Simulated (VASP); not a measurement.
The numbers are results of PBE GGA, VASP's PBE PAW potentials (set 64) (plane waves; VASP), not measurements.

Input for VASP

INCAR:
```
NELM = 100
NELMIN = 4
ISYM = 0
NUPDOWN = 1
IBRION = 2   ! conjugate gradients
ENCUT = 400   ! plane-wave cut-off (eV)
NSW = 70   ! most ionic steps
ISPIN = 2
LCHARG = F
LORBIT = 10
ISIF = 2
ALGO = Fast
LREAL = Auto   ! projection in real space or not
EDIFFG = -0.03   ! ionic stop
GGA = PE   ! PBE
ISMEAR = 0   ! Gaussian
MAGMOM = 63*0.0159
SIGMA = 0.05   ! width (eV)
SYSTEM = Mg31NO31
LWAVE = T
EDIFF = 1E-5
LASPH = T   ! aspherical one-centre terms
PREC = Normal
```

KPOINTS:
```
Automatic
0
gamma
1 1 1
```

### POSCAR
```
Mg31NO31
1
    8.4869590160     0.0000000000     0.0000000000
    0.0000000000     8.4869590160    -0.0000000000
   -0.0000000000    -0.0000000000     8.4869590160
Mg O N
31 31 1
Direct
  0.5000000000   0.0000000000   0.0000000000
  0.7500130000   0.2449170000  -0.0027500000
  0.7500000000   0.0000000000   0.2500000000
  0.0000000000   0.0000000000   0.0000000000
  0.2548590000   0.2456430000   0.0002780000
  0.7497320000   0.7484070000   0.0040130000
  0.2500000000   0.0000000000   0.2500000000
  0.5026050000   0.2489670000   0.2548270000
  0.7491270000   0.5015960000   0.2502720000
  0.5000000000   0.0000000000   0.5000000000
  0.7500000000   0.2500000000   0.5000000000
  0.7500000000   0.0000000000   0.7500000000
  0.0000000000   0.5000000000   0.0000000000
  0.2489890000   0.7493840000   0.0032650000
  0.0000000000   0.2500000000   0.2500000000
  0.2544620000   0.4973460000   0.2497120000
  0.5018850000   0.7448840000   0.2483030000
  0.0000000000   0.0000000000   0.5000000000
  0.2500000000   0.2500000000   0.5000000000
  0.5000000000   0.5000000000   0.5000000000
  0.7500000000   0.7500000000   0.5000000000
  0.2500000000   0.0000000000   0.7500000000
  0.5000000000   0.2500000000   0.7500000000
  0.7500000000   0.5000000000   0.7500000000
  0.0000000000   0.7500000000   0.2500000000
  0.0000000000   0.5000000000   0.5000000000
  0.2500000000   0.7500000000   0.5000000000
  0.0000000000   0.2500000000   0.7500000000
  0.2500000000   0.5000000000   0.7500000000
  0.5000000000   0.7500000000   0.7500000000
  0.0000000000   0.7500000000   0.7500000000
  0.7500000000   0.2500000000   0.2500000000
  0.0000000000   0.5000000000   0.2500000000
  0.0000000000   0.2500000000   0.5000000000
  0.2500000000   0.2500000000   0.2500000000
  0.7500000000   0.7500000000   0.2500000000
  0.0000000000   0.0000000000   0.2500000000
  0.5000000000   0.2500000000   0.5000000000
  0.7500000000   0.5000000000   0.5000000000
  0.0000000000   0.7500000000   0.5000000000
  0.7500000000   0.2500000000   0.7500000000
  0.0000000000   0.5000000000   0.7500000000
  0.0000000000   0.2500000000   0.0000000000
  0.2500000000   0.7500000000   0.2500000000
  0.5000000000   0.0000000000   0.2500000000
  0.2500000000   0.5000000000   0.5000000000
  0.5000000000   0.7500000000   0.5000000000
  0.7500000000   0.0000000000   0.5000000000
  0.2500000000   0.2500000000   0.7500000000
  0.5000000000   0.5000000000   0.7500000000
  0.7500000000   0.7500000000   0.7500000000
  0.0000000000   0.0000000000   0.7500000000
  0.5048600000   0.2464080000  -0.0006940000
  0.7519590000   0.5036560000   0.0005900000
  0.0000000000   0.7500000000   0.0000000000
  0.2500000000   0.0000000000   0.5000000000
  0.2500000000   0.7500000000   0.7500000000
  0.5000000000   0.0000000000   0.7500000000
  0.2443460000   0.4972870000  -0.0026460000
  0.5020490000   0.7449090000  -0.0016530000
  0.7500000000   0.0000000000   0.0000000000
  0.2500000000   0.0000000000   0.0000000000
  0.5029740000   0.5020070000   0.2496170000
```

POTCAR, in this order: Mg O N (PBE.64 set). Program: vasp_gam.

The run wrote:

File OSZICAR:
```
...
RMM:  16    -0.369857777060E+03   -0.12555E-05   -0.49334E-05   470   0.138E-02
   2 F= -.36985778E+03 E0= -.36985157E+03  d E =-.943458E+00  mag=     1.0000
       N       E                     dE             d eps       ncg     rms          rms(c)
DAV:   1    -0.369922879542E+03   -0.65104E-01   -0.71834E+00   736   0.693E+00    0.903E-01
RMM:   2    -0.369936181397E+03   -0.13302E-01   -0.17428E-01   640   0.965E-01    0.125E+00
RMM:   3    -0.369926510742E+03    0.96707E-02   -0.21505E-02   640   0.335E-01    0.219E-01
RMM:   4    -0.369926026947E+03    0.48379E-03   -0.45927E-03   640   0.137E-01    0.157E-01
RMM:   5    -0.369925683540E+03    0.34341E-03   -0.10708E-03   640   0.743E-02    0.120E-01
RMM:   6    -0.369925480952E+03    0.20259E-03   -0.67822E-04   627   0.497E-02    0.346E-02
RMM:   7    -0.369925491546E+03   -0.10594E-04   -0.11932E-04   588   0.231E-02    0.178E-02
RMM:   8    -0.369925494613E+03   -0.30680E-05   -0.23126E-05   424   0.103E-02
   3 F= -.36992549E+03 E0= -.36992160E+03  d E =-.101118E+01  mag=     1.0000
       N       E                     dE             d eps       ncg     rms          rms(c)
DAV:   1    -0.369878927034E+03    0.46565E-01   -0.28690E+01   696   0.141E+01    0.139E+00
RMM:   2    -0.369926953906E+03   -0.48027E-01   -0.61843E-01   640   0.197E+00    0.178E+00
RMM:   3    -0.369905608837E+03    0.21345E-01   -0.59706E-02   640   0.609E-01    0.415E-01
RMM:   4    -0.369902370110E+03    0.32387E-02   -0.14153E-02   640   0.258E-01    0.259E-01
RMM:   5    -0.369900970138E+03    0.14000E-02   -0.52849E-03   640   0.161E-01    0.232E-01
RMM:   6    -0.369900222104E+03    0.74803E-03   -0.24454E-03   640   0.962E-02    0.800E-02
RMM:   7    -0.369900265802E+03   -0.43698E-04   -0.45196E-04   626   0.462E-02    0.504E-02
RMM:   8    -0.369900288653E+03   -0.22851E-04   -0.15058E-04   574   0.244E-02    0.383E-02
RMM:   9    -0.369900307414E+03   -0.18761E-04   -0.16031E-04   571   0.246E-02    0.269E-02
RMM:  10    -0.369900316436E+03   -0.90214E-05   -0.97119E-05   526   0.190E-02
   4 F= -.36990032E+03 E0= -.36989802E+03  d E =-.985998E+00  mag=     1.0000
       N       E                     dE             d eps       ncg     rms          rms(c)
DAV:   1    -0.369934132870E+03   -0.33825E-01   -0.11205E+01   696   0.920E+00    0.842E-01
RMM:   2    -0.369952533177E+03   -0.18400E-01   -0.23547E-01   640   0.121E+00    0.108E+00
RMM:   3    -0.369944807887E+03    0.77253E-02   -0.21535E-02   640   0.365E-01    0.259E-01
RMM:   4    -0.369943404753E+03    0.14031E-02   -0.47319E-03   640   0.153E-01    0.167E-01
RMM:   5    -0.369942686620E+03    0.71813E-03   -0.25853E-03   640   0.109E-01    0.147E-01
RMM:   6    -0.369942469152E+03    0.21747E-03   -0.98599E-04   640   0.630E-02    0.478E-02
RMM:   7    -0.369942489117E+03   -0.19965E-04   -0.16225E-04   592   0.272E-02    0.334E-02
RMM:   8    -0.369942498571E+03   -0.94544E-05   -0.70411E-05   513   0.167E-02
   5 F= -.36994250E+03 E0= -.36993973E+03  d E =-.102818E+01  mag=     1.0000
       N       E                     dE             d eps       ncg     rms          rms(c)
DAV:   1    -0.370004256497E+03   -0.61767E-01   -0.21068E+01   720   0.129E+01    0.876E-01
RMM:   2    -0.370039045606E+03   -0.34789E-01   -0.42311E-01   640   0.172E+00    0.816E-01
RMM:   3    -0.370035540323E+03    0.35053E-02   -0.30001E-02   640   0.473E-01    0.325E-01
RMM:   4    -0.370033907422E+03    0.16329E-02   -0.50707E-03   640   0.171E-01    0.199E-01
RMM:   5    -0.370033075567E+03    0.83186E-03   -0.39039E-03   640   0.139E-01    0.169E-01
RMM:   6    -0.370032754879E+03    0.32069E-03   -0.92541E-04   640   0.676E-02    0.462E-02
RMM:   7    -0.370032763695E+03   -0.88159E-05   -0.11749E-04   589   0.262E-02    0.248E-02
RMM:   8    -0.370032767690E+03   -0.39952E-05   -0.43272E-05   478   0.134E-02
   6 F= -.37003277E+03 E0= -.37002900E+03  d E =-.902691E-01  mag=     1.0000
       N       E                     dE             d eps       ncg     rms          rms(c)
DAV:   1    -0.370036785669E+03   -0.40220E-02   -0.10100E+01   736   0.890E+00    0.574E-01
RMM:   2    -0.370052917837E+03   -0.16132E-01   -0.19870E-01   640   0.118E+00    0.466E-01
RMM:   3    -0.370051895313E+03    0.10225E-02   -0.13223E-02   640   0.319E-01    0.218E-01
RMM:   4    -0.370051130480E+03    0.76483E-03   -0.23386E-03   640   0.116E-01    0.128E-01
RMM:   5    -0.370050755851E+03    0.37463E-03   -0.18294E-03   640   0.951E-02    0.104E-01
RMM:   6    -0.370050637516E+03    0.11834E-03   -0.38159E-04   637   0.438E-02    0.335E-02
RMM:   7    -0.370050638102E+03   -0.58642E-06   -0.50113E-05   497   0.171E-02
   7 F= -.37005064E+03 E0= -.37004604E+03  d E =-.108140E+00  mag=     1.0000
       N       E                     dE             d eps       ncg     rms          rms(c)
DAV:   1    -0.370059510544E+03   -0.88730E-02   -0.43645E+00   712   0.601E+00    0.437E-01
RMM:   2    -0.370067176717E+03   -0.76662E-02   -0.96656E-02   640   0.828E-01    0.427E-01
RMM:   3    -0.370066212014E+03    0.96470E-03   -0.65809E-03   640   0.226E-01    0.146E-01
RMM:   4    -0.370065806838E+03    0.40518E-03   -0.11984E-03   640   0.825E-02    0.922E-02
RMM:   5    -0.370065615610E+03    0.19123E-03   -0.75521E-04   640   0.619E-02    0.786E-02
RMM:   6    -0.370065550841E+03    0.64769E-04   -0.22143E-04   626   0.329E-02    0.170E-02
RMM:   7    -0.370065554029E+03   -0.31880E-05   -0.27852E-05   433   0.125E-02
   8 F= -.37006555E+03 E0= -.37006069E+03  d E =-.149159E-01  mag=     1.0000
       N       E                     dE             d eps       ncg     rms          rms(c)
DAV:   1    -0.370065834836E+03   -0.28399E-03   -0.37896E-01   752   0.177E+00    0.128E-01
RMM:   2    -0.370066503596E+03   -0.66876E-03   -0.83824E-03   640   0.244E-01    0.127E-01
RMM:   3    -0.370066418932E+03    0.84664E-04   -0.56817E-04   640   0.665E-02    0.431E-02
RMM:   4    -0.370066384241E+03    0.34691E-04   -0.10792E-04   612   0.246E-02    0.273E-02
RMM:   5    -0.370066368390E+03    0.15851E-04   -0.62338E-05   585   0.179E-02    0.233E-02
RMM:   6    -0.370066363236E+03    0.51534E-05   -0.19185E-05   395   0.973E-03
   9 F= -.37006636E+03 E0= -.37006144E+03  d E =-.157251E-01  mag=     1.0000
       N       E                     dE             d eps       ncg     rms          rms(c)
DAV:   1    -0.370067461892E+03   -0.10935E-02   -0.65078E-01   720   0.228E+00    0.146E-01
RMM:   2    -0.370068627897E+03   -0.11660E-02   -0.12668E-02   640   0.303E-01    0.723E-02
RMM:   3    -0.370068670272E+03   -0.42375E-04   -0.77274E-04   640   0.812E-02    0.450E-02
RMM:   4    -0.370068632230E+03    0.38042E-04   -0.16676E-04   628   0.310E-02    0.255E-02
RMM:   5    -0.370068625207E+03    0.70227E-05   -0.62772E-05   568   0.183E-02
  10 F= -.37006863E+03 E0= -.37006386E+03  d E =-.226197E-02  mag=     1.0000
       N       E                     dE             d eps       ncg     rms          rms(c)
DAV:   1    -0.370068608090E+03    0.24140E-04   -0.13032E-01   720   0.102E+00    0.655E-02
RMM:   2    -0.370068842943E+03   -0.23485E-03   -0.25397E-03   640   0.136E-01    0.325E-02
RMM:   3    -0.370068851075E+03   -0.81316E-05   -0.15938E-04   637   0.366E-02    0.210E-02
RMM:   4    -0.370068843772E+03    0.73028E-05   -0.36507E-05   452   0.144E-02
  11 F= -.37006884E+03 E0= -.37006414E+03  d E =-.248054E-02  mag=     1.0000
       N       E                     dE             d eps       ncg     rms          rms(c)
DAV:   1    -0.370068987785E+03   -0.13671E-03   -0.31270E-01   704   0.160E+00    0.101E-01
RMM:   2    -0.370069578345E+03   -0.59056E-03   -0.60761E-03   640   0.210E-01    0.533E-02
RMM:   3    -0.370069601023E+03   -0.22678E-04   -0.38045E-04   640   0.559E-02    0.324E-02
RMM:   4    -0.370069587473E+03    0.13550E-04   -0.69465E-05   551   0.196E-02    0.193E-02
RMM:   5    -0.370069582228E+03    0.52448E-05   -0.39437E-05   468   0.145E-02
  12 F= -.37006958E+03 E0= -.37006484E+03  d E =-.738456E-03  mag=     1.0000
```

### OUTCAR
```
------------------------ aborting loop because EDIFF is reached ----------------------------------------
  FORCE on cell =-STRESS in cart. coord.  units (eV):
  Direction    XX          YY          ZZ          XY          YZ          ZX
  --------------------------------------------------------------------------------------
  Total      -14.2337126    -13.5944119    -17.3965233     -0.0397246     -0.0178365      0.0114390
  in kB      -37.3054652    -35.6299073    -45.5949486     -0.1041150     -0.0467482      0.0299808
  external PRESSURE =     -39.5101070 kB  Pullay stress =       0.0000000 kB
  volume of cell :      611.30
      direct lattice vectors                 reciprocal lattice vectors
     8.486959016  0.000000000  0.000000000     0.117827834  0.000000000  0.000000000
     0.000000000  8.486959016  0.000000000     0.000000000  0.117827834  0.000000000
     0.000000000  0.000000000  8.486959016     0.000000000  0.000000000  0.117827834
  FREE ENERGIE OF THE ION-ELECTRON SYSTEM (eV)
  ---------------------------------------------------
  free  energy   TOTEN  =      -370.0695822284 eV

  energy  without entropy=     -370.0600937135  energy(sigma->0) =     -370.06483797

 total charge

# of ion       s       p       d       tot
------------------------------------------
    1        0.156   0.188   0.086   0.429
    2        0.143   0.171   0.074   0.388
    3        0.144   0.172   0.075   0.391
    4        0.145   0.174   0.076   0.395
    5        0.143   0.171   0.074   0.388
    6        0.143   0.171   0.074   0.388
    7        0.144   0.172   0.075   0.391
    8        0.148   0.179   0.077   0.404
    9        0.150   0.179   0.078   0.406
   10        0.145   0.174   0.076   0.394
   11        0.143   0.171   0.074   0.389
   12        0.143   0.171   0.074   0.387
   13        0.155   0.188   0.084   0.428
   14        0.143   0.171   0.074   0.388
   15        0.144   0.173   0.075   0.392
   16        0.150   0.179   0.078   0.406
   17        0.148   0.179   0.077   0.404
   18        0.144   0.173   0.075   0.393
   19        0.143   0.171   0.074   0.389
   20        0.156   0.187   0.082   0.424
   21        0.143   0.171   0.074   0.389
   22        0.143   0.171   0.074   0.387
   23        0.144   0.171   0.074   0.389
   24        0.143   0.170   0.073   0.386
   25        0.144   0.173   0.075   0.392
   26        0.145   0.173   0.075   0.393
   27        0.143   0.171   0.074   0.389
   28        0.143   0.171   0.074   0.388
   29        0.143   0.170   0.073   0.386
   30        0.144   0.171   0.074   0.389
   31        0.143   0.171   0.074   0.388
   32        1.568   3.555   0.000   5.123
   33        1.567   3.577   0.000   5.144
   34        1.566   3.559   0.000   5.125
   35        1.568   3.554   0.000   5.123
   36        1.568   3.555   0.000   5.123
   37        1.567   3.559   0.000   5.126
   38        1.569   3.545   0.000   5.114
   39        1.570   3.538   0.000   5.108
   40        1.566   3.559   0.000   5.125
   41        1.566   3.561   0.000   5.127
   42        1.569   3.544   0.000   5.113
   43        1.568   3.550   0.000   5.118
   44        1.568   3.556   0.000   5.124
   45        1.567   3.567   0.000   5.134
   46        1.570   3.539   0.000   5.108
   47        1.569   3.545   0.000   5.114
   48        1.566   3.560   0.000   5.126
   49        1.566   3.560   0.000   5.127
   50        1.569   3.573   0.000   5.142
   51        1.566   3.560   0.000   5.127
   52        1.566   3.562   0.000   5.128
   53        1.573   3.542   0.000   5.115
   54        1.572   3.545   0.000   5.117
   55        1.568   3.550   0.000   5.118
   56        1.566   3.560   0.000   5.126
   57        1.566   3.560   0.000   5.127
   58        1.569   3.544   0.000   5.113
   59        1.572   3.545   0.000   5.117
   60        1.573   3.541   0.000   5.114
   61        1.568   3.549   0.000   5.117
   62        1.568   3.549   0.000   5.117
   63        1.305   2.223   0.000   3.527
--------------------------------------------------
tot         54.427 117.779   2.347 174.553

 magnetization (x)

# of ion       s       p       d       tot
------------------------------------------
    1        0.001  -0.004   0.001  -0.002
    2        0.000  -0.000   0.000   0.000
    3        0.000  -0.000   0.000   0.000
    4        0.000  -0.000   0.000   0.000
    5        0.000  -0.000   0.000   0.000
    6        0.000  -0.000   0.000   0.000
    7        0.000  -0.000   0.000   0.000
    8       -0.001  -0.003  -0.001  -0.005
    9       -0.001   0.003   0.003   0.005
   10        0.000  -0.000   0.001   0.001
   11        0.000  -0.000   0.000   0.000
   12        0.000   0.000   0.000   0.001
   13       -0.000   0.002   0.001   0.003
   14        0.000  -0.000   0.000   0.000
   15       -0.000   0.000  -0.000   0.000
   16       -0.001   0.003   0.003   0.005
   17       -0.001  -0.003  -0.001  -0.005
   18        0.000  -0.000   0.000   0.000
...
```
(Selected blocks of OUTCAR.)

File CONTCAR:
```
Mg31NO31
   1.00000000000000
     8.4869590160000001    0.0000000000000000    0.0000000000000000
     0.0000000000000000    8.4869590160000001    0.0000000000000000
     0.0000000000000000    0.0000000000000000    8.4869590160000001
  Mg              O               N
    31    31     1
Direct
     0.5003293983664002    0.9993303767040570    0.9986712554894143
     0.7445600540025590    0.2553421511816448    0.0003712245769340
     0.7502922325108584    0.9995014020889554    0.2490572392803971
     0.0002915833583043    0.9996195031690841    0.9991059879984712
     0.2562884131617679    0.2553937152732378    0.0003098419238734
     0.7444064190768652    0.7436700380322213    0.0004565603678403
     0.2504506157353333    0.9995234797611827    0.2489469978165662
     0.5006143797863570    0.2452055281963448    0.2447473577054649
     0.7592290180414404    0.4994977389604102    0.2446122651840412
     0.5002358190615575    0.9996174459300382    0.5014639798674985
     0.7492442802509782    0.2501565480397716    0.5003967478351093
     0.7494380529313778    0.9996640114560967    0.7513643641717015
     0.0002799026470718    0.4995425935098311    0.9980374447624554
     0.2560181229839824    0.7436593917209028    0.0003348389676823
     0.0004809744203184    0.2485445556822821    0.2489741815216434
     0.2415579532877911    0.4996981688858710    0.2445313420745824
     0.5001445842482568    0.7537265053997291    0.2447735625190120
     0.0002947395707218    0.9997933617277381    0.5011270148166835
     0.2514291555282125    0.2500983175680200    0.5003207843618568
     0.5001972499923217    0.4997067062022921    0.5070816341260529
     0.7491280560562769    0.7493251002495127    0.5003875385006208
     0.2509820945781133    0.9996173549814755    0.7513659404929669
     0.5003083671620264    0.2567630852267855    0.7571637224417357
     0.7421197603019842    0.4996633035484085    0.7583712681671182
     0.0003338068949130    0.7507083919591089    0.2489226317433996
     0.0002682068005861    0.4997779883752976    0.5016464936185014
     0.2511590049941125    0.7493276589001319    0.5003715686907205
     0.0002699388533174    0.2504921924488258    0.7513189475841052
     0.2582089237003612    0.4995519398815346    0.7582275752559361
     0.5001128548593615    0.7425211069184761    0.7571189375283490
     0.0001294493779569    0.7489290940563325    0.7512949531311006
     0.7509463532950488    0.2494764176422845    0.2499838419836254
     0.0003726974866531    0.4996169029441201    0.2530182042591300
     0.0003985867957785    0.2499582188974006    0.5000269936696777
     0.2501091089523513    0.2496982192065970    0.2498972937781967
     0.7506537976220308    0.7494831700623251    0.2499873291242981
     0.0003757615622516    0.9996267874770380    0.2509329004309400
     0.5003031977279074    0.2495837837344425    0.4981751332029715
     0.7487080323082165    0.4997317021010908    0.4953587164115862
     0.0001778379238582    0.7495784101831868    0.4999563386545771
     0.7496450333326592    0.2506428540070234    0.7502519320752843
     0.0001856336830900    0.4997117229111122    0.7474810814443270
     0.0003718201064947    0.2479720271867864    0.0003107747379611
     0.2497497954917612    0.7496325148555963    0.2499458921916924
     0.5003422567070627    0.9994937315684498    0.2525946940021807
     0.2517510271500489    0.4996765170338571    0.4953195975130201
     0.5001316433286010    0.7497239631840669    0.4981900979549366
     0.7505435646612766    0.9996712084696386    0.5000175326527055
     0.2509309695564412    0.2505575354861008    0.7502106801036481
     0.5001649589059302    0.4996238086509707    0.7381273181038380
     0.7495457540234453    0.7487194696593232    0.7502394239728859
     0.0002336248262879    0.9996939545310372    0.7493039276665352
     0.5004659295769575    0.2352668749445722    0.0008675373940351
     0.7639365600952663    0.4996086979538084    0.0023553526121574
     0.0002313146683843    0.7512787341170297    0.0002727867824989
     0.2499970032157486    0.9997123068361395    0.4999358840014226
     0.2507243147693754    0.7486866352722636    0.7501829535729194
     0.5001760653211224    0.9995396579711784    0.7481962554438837
     0.2366604313983413    0.4995279302306989    0.0021913433876622
     0.5001980685371662    0.7635431883741469    0.0009427327052502
     0.7518768510181471    0.9995291066320413    0.0003968203839317
     0.2487228864404475    0.9995554440691001    0.0003298015580720
     0.5004257069703759    0.4993207477709740    0.2472586257023251
```

At this cut-off the stress carries a Pulay error, which pulls relaxed volumes low. The supercell is sampled at Γ alone, which is coarse: total energies, pressure and levels can be off, energies of defects by several tenths of an eV.

The cell is a supercell with a defect, built from MgO (rock salt): N_O-vac_Mg.
